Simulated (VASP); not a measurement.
Level of theory: r2SCAN+rVV10, VASP's PBE PAW potentials (set 64) (plane waves; VASP).

The input files of a VASP run:

INCAR:
```
SYSTEM = Zn
PREC = Accurate; ENCUT = 400; LREAL = .FALSE.
LASPH = .TRUE.
EDIFF = 1E-6; NELM = 100; ALGO = Normal
LMAXMIX = 4; LMIXTAU = .TRUE.
ISMEAR = 1; SIGMA = 0.1
METAGGA = R2SCAN; LUSE_VDW = .TRUE.; BPARAM = 11.95
CPARAM = 0.0093
IBRION = 2; NSW = 60; ISIF = 3
EDIFFG = -0.01
LWAVE = .FALSE.; LCHARG = .FALSE.
```

POSCAR:
```
Zn
1.0
  2.6594000000   0.0000000000   0.0000000000
 -1.3297000000   2.3031080000   0.0000000000
  0.0000000000   0.0000000000   4.9368000000
Zn
2
direct
  0.3333330000   0.6666670000   0.2500000000
  0.6666670000   0.3333330000   0.7500000000
```

KPOINTS:
```
Regular mesh
0
gamma
 14 14 7
0 0 0
```

POTCAR, in this order: Zn (PBE.64 set). Program: vasp_std.

Output

File OSZICAR:
```
...
DAV:   6    -0.171278134831E+02   -0.17600E-05   -0.32506E-05  3336   0.547E-02    0.905E-03
DAV:   7    -0.171278280736E+02   -0.14590E-04   -0.19198E-05  3160   0.549E-02    0.291E-03
DAV:   8    -0.171278254633E+02    0.26103E-05   -0.11678E-06  2376   0.108E-02    0.125E-03
DAV:   9    -0.171278262869E+02   -0.82362E-06   -0.89345E-08  1600   0.387E-03
   6 F= -.17127826E+02 E0= -.17127806E+02  d E =-.450681E-02
       N       E                     dE             d eps       ncg     rms          rms(c)
DAV:   1    -0.171968204281E+02   -0.68995E-01   -0.14946E+00  3584   0.121E+01    0.170E+00
DAV:   2    -0.171480040339E+02    0.48816E-01   -0.56865E-02  3640   0.460E+00    0.102E+00
DAV:   3    -0.171285163155E+02    0.19488E-01   -0.15477E-02  4072   0.288E+00    0.109E-01
DAV:   4    -0.171298948729E+02   -0.13786E-02   -0.62773E-03  3608   0.808E-01    0.682E-02
DAV:   5    -0.171300202415E+02   -0.12537E-03   -0.31259E-04  3208   0.208E-01    0.524E-02
DAV:   6    -0.171300261761E+02   -0.59346E-05   -0.10493E-04  3368   0.102E-01    0.156E-02
DAV:   7    -0.171300559303E+02   -0.29754E-04   -0.60903E-05  3176   0.101E-01    0.468E-03
DAV:   8    -0.171300537863E+02    0.21440E-05   -0.67253E-06  3120   0.272E-02    0.211E-03
DAV:   9    -0.171300552436E+02   -0.14573E-05   -0.17437E-07  1688   0.504E-03    0.659E-04
DAV:  10    -0.171300545801E+02    0.66348E-06   -0.49238E-08  1544   0.226E-03
   7 F= -.17130055E+02 E0= -.17129996E+02  d E =-.673511E-02
       N       E                     dE             d eps       ncg     rms          rms(c)
DAV:   1    -0.171365506884E+02   -0.64954E-02   -0.14928E-01  3560   0.386E+00    0.542E-01
DAV:   2    -0.171316385909E+02    0.49121E-02   -0.64244E-03  3696   0.161E+00    0.323E-01
DAV:   3    -0.171297031627E+02    0.19354E-02   -0.14685E-03  4160   0.885E-01    0.444E-02
DAV:   4    -0.171297956881E+02   -0.92525E-04   -0.62222E-04  3552   0.260E-01    0.214E-02
DAV:   5    -0.171298076598E+02   -0.11972E-04   -0.37996E-05  3232   0.743E-02    0.172E-02
DAV:   6    -0.171298031545E+02    0.45052E-05   -0.75322E-06  3272   0.286E-02    0.486E-03
DAV:   7    -0.171298050556E+02   -0.19011E-05   -0.78096E-06  3160   0.352E-02    0.147E-03
DAV:   8    -0.171298062456E+02   -0.11900E-05   -0.83239E-07  2288   0.995E-03    0.106E-03
DAV:   9    -0.171298062523E+02   -0.67353E-08   -0.39284E-08  1560   0.324E-03
   8 F= -.17129806E+02 E0= -.17129769E+02  d E =-.648678E-02
       N       E                     dE             d eps       ncg     rms          rms(c)
DAV:   1    -0.171331797504E+02   -0.33735E-02   -0.67786E-02  3552   0.259E+00    0.365E-01
DAV:   2    -0.171309264248E+02    0.22533E-02   -0.27991E-03  3720   0.106E+00    0.218E-01
DAV:   3    -0.171300428940E+02    0.88353E-03   -0.67761E-04  4096   0.604E-01    0.273E-02
DAV:   4    -0.171300934472E+02   -0.50553E-04   -0.28693E-04  3544   0.172E-01    0.144E-02
DAV:   5    -0.171301012402E+02   -0.77930E-05   -0.16253E-05  3248   0.483E-02    0.113E-02
DAV:   6    -0.171301031309E+02   -0.18907E-05   -0.39592E-06  2928   0.200E-02    0.328E-03
DAV:   7    -0.171301053478E+02   -0.22170E-05   -0.29524E-06  2624   0.230E-02    0.105E-03
DAV:   8    -0.171301048886E+02    0.45924E-06   -0.34536E-07  1736   0.740E-03
   9 F= -.17130105E+02 E0= -.17130049E+02  d E =-.678542E-02
       N       E                     dE             d eps       ncg     rms          rms(c)
DAV:   1    -0.171920765575E+02   -0.61971E-01   -0.69851E-01  3152   0.165E+01    0.178E+00
DAV:   2    -0.171382922638E+02    0.53784E-01   -0.19327E-01  3384   0.105E+01    0.616E-01
DAV:   3    -0.171325830502E+02    0.57092E-02   -0.39635E-03  3488   0.115E+00    0.343E-01
DAV:   4    -0.171297225515E+02    0.28605E-02   -0.36611E-03  3896   0.906E-01    0.384E-02
DAV:   5    -0.171303705975E+02   -0.64805E-03   -0.80414E-04  3256   0.348E-01    0.147E-02
DAV:   6    -0.171303826036E+02   -0.12006E-04   -0.24829E-05  3520   0.424E-02    0.752E-03
DAV:   7    -0.171303627381E+02    0.19866E-04   -0.65260E-06  3296   0.287E-02    0.218E-03
DAV:   8    -0.171303816523E+02   -0.18914E-04   -0.22903E-06  2632   0.198E-02    0.970E-04
DAV:   9    -0.171303774929E+02    0.41594E-05   -0.15748E-07  1576   0.573E-03    0.562E-04
DAV:  10    -0.171303800143E+02   -0.25214E-05   -0.97225E-08  1552   0.357E-03    0.660E-04
DAV:  11    -0.171303768614E+02    0.31529E-05   -0.30570E-08  1584   0.277E-03    0.175E-04
DAV:  12    -0.171303770350E+02   -0.17364E-06   -0.16953E-09  1568   0.678E-04
  10 F= -.17130377E+02 E0= -.17130294E+02  d E =-.272146E-03
       N       E                     dE             d eps       ncg     rms          rms(c)
DAV:   1    -0.171391353252E+02   -0.87585E-02   -0.95754E-02  3144   0.622E+00    0.647E-01
DAV:   2    -0.171315009806E+02    0.76343E-02   -0.24542E-02  3464   0.371E+00    0.230E-01
DAV:   3    -0.171308846285E+02    0.61635E-03   -0.38202E-04  3192   0.323E-01    0.126E-01
DAV:   4    -0.171304800432E+02    0.40459E-03   -0.57423E-04  3792   0.332E-01    0.165E-02
DAV:   5    -0.171306440999E+02   -0.16406E-03   -0.11249E-04  3216   0.127E-01    0.598E-03
DAV:   6    -0.171306532699E+02   -0.91699E-05   -0.52445E-06  3168   0.206E-02    0.305E-03
DAV:   7    -0.171306639265E+02   -0.10657E-04   -0.11551E-06  2304   0.144E-02    0.924E-04
DAV:   8    -0.171306553170E+02    0.86095E-05   -0.65615E-07  1744   0.109E-02    0.951E-04
DAV:   9    -0.171306595071E+02   -0.41901E-05   -0.11605E-07  1576   0.592E-03    0.204E-04
DAV:  10    -0.171306591071E+02    0.39995E-06   -0.35613E-09  1584   0.757E-04
  11 F= -.17130659E+02 E0= -.17130604E+02  d E =-.554219E-03
       N       E                     dE             d eps       ncg     rms          rms(c)
DAV:   1    -0.171324515503E+02   -0.17920E-02   -0.20007E-02  3152   0.283E+00    0.296E-01
DAV:   2    -0.171307761705E+02    0.16754E-02   -0.51818E-03  3440   0.170E+00    0.105E-01
DAV:   3    -0.171306785700E+02    0.97600E-04   -0.83609E-05  3208   0.154E-01    0.575E-02
DAV:   4    -0.171305943866E+02    0.84183E-04   -0.11846E-04  3792   0.152E-01    0.743E-03
DAV:   5    -0.171306380943E+02   -0.43708E-04   -0.23471E-05  3224   0.581E-02    0.269E-03
DAV:   6    -0.171306404933E+02   -0.23991E-05   -0.10157E-06  2680   0.901E-03    0.140E-03
DAV:   7    -0.171306452763E+02   -0.47830E-05   -0.23270E-07  1584   0.631E-03    0.426E-04
DAV:   8    -0.171306412782E+02    0.39981E-05   -0.13321E-07  1600   0.491E-03    0.441E-04
DAV:   9    -0.171306431456E+02   -0.18675E-05   -0.22144E-08  1584   0.261E-03    0.915E-05
DAV:  10    -0.171306429284E+02    0.21725E-06   -0.69857E-10  1584   0.323E-04
  12 F= -.17130643E+02 E0= -.17130589E+02  d E =-.538040E-03
       N       E                     dE             d eps       ncg     rms          rms(c)
DAV:   1    -0.171325738534E+02   -0.19307E-02   -0.32464E-02  3560   0.251E+00    0.299E-01
DAV:   2    -0.171312231413E+02    0.13507E-02   -0.36106E-03  3824   0.135E+00    0.146E-01
DAV:   3    -0.171308471645E+02    0.37598E-03   -0.15199E-04  3760   0.263E-01    0.671E-02
DAV:   4    -0.171307550942E+02    0.92070E-04   -0.17484E-04  4072   0.204E-01    0.884E-03
DAV:   5    -0.171307558536E+02   -0.75939E-06   -0.22418E-05  3312   0.569E-02    0.715E-03
DAV:   6    -0.171307567506E+02   -0.89700E-06   -0.20687E-06  2712   0.119E-02
  13 F= -.17130757E+02 E0= -.17130702E+02  d E =-.113822E-03
       N       E                     dE             d eps       ncg     rms          rms(c)
DAV:   1    -0.171308201101E+02   -0.64257E-04   -0.10319E-03  3616   0.447E-01    0.536E-02
DAV:   2    -0.171307518001E+02    0.68310E-04   -0.11484E-04  3840   0.241E-01    0.263E-02
DAV:   3    -0.171307493379E+02    0.24622E-05   -0.43200E-06  3168   0.457E-02    0.119E-02
DAV:   4    -0.171307501917E+02   -0.85384E-06   -0.52922E-06  3040   0.345E-02
  14 F= -.17130750E+02 E0= -.17130695E+02  d E =-.107263E-03
```

File OUTCAR:
```
------------------------ aborting loop because EDIFF is reached ----------------------------------------
  FORCE on cell =-STRESS in cart. coord.  units (eV):
  Direction    XX          YY          ZZ          XY          YZ          ZX
  --------------------------------------------------------------------------------------
  Total        0.0121043      0.0121043     -0.0053965     -0.0000000     -0.0000000      0.0000000
  in kB        0.6929726      0.6929726     -0.3089485     -0.0000000     -0.0000000      0.0000000
  external PRESSURE =       0.3589989 kB  Pullay stress =       0.0000000 kB
  volume of cell :       27.99
      direct lattice vectors                 reciprocal lattice vectors
     2.637023459 -0.000000000 -0.000000000     0.379215436  0.218940130 -0.000000000
    -1.318511729  2.283729346  0.000000000     0.000000000  0.437880260 -0.000000000
     0.000000000  0.000000000  4.647017598     0.000000000  0.000000000  0.215191782
 POSITION                                       TOTAL-FORCE (eV/Angst)
 -----------------------------------------------------------------------------------
     -0.00000      1.52249      1.16175         0.000000     -0.000000     -0.000000
      1.31851      0.76124      3.48526        -0.000000      0.000000      0.000000
 -----------------------------------------------------------------------------------
    total drift:                               -0.000114      0.000066     -0.000023
  FREE ENERGIE OF THE ION-ELECTRON SYSTEM (eV)
  ---------------------------------------------------
  free  energy   TOTEN  =       -17.1307501917 eV

  energy  without entropy=      -17.1305839876  energy(sigma->0) =      -17.13069479

 reached required accuracy - stopping structural energy minimisation
```
(Selected blocks of OUTCAR.)

**CONTCAR**
```
Zn
   1.00000000000000
     2.6370234585830223   -0.0000000000000000   -0.0000000000000000
    -1.3185117292915112    2.2837293455709382    0.0000000000000000
     0.0000000000000000    0.0000000000000000    4.6470175982490058
  Zn
     2
Direct
     0.3333330000000032    0.6666669999999968    0.2500000000000000
     0.6666669999999968    0.3333330000000032    0.7500000000000000
```

Energy and stress use the plane-wave basis of the starting cell.

The structure comes from a measured Zn entry (P6_3/mmc) of the Crystallography Open Database, whose conditions weren't checked. This run relaxes it. Symmetry was kept, so distortions that lower it aren't found.
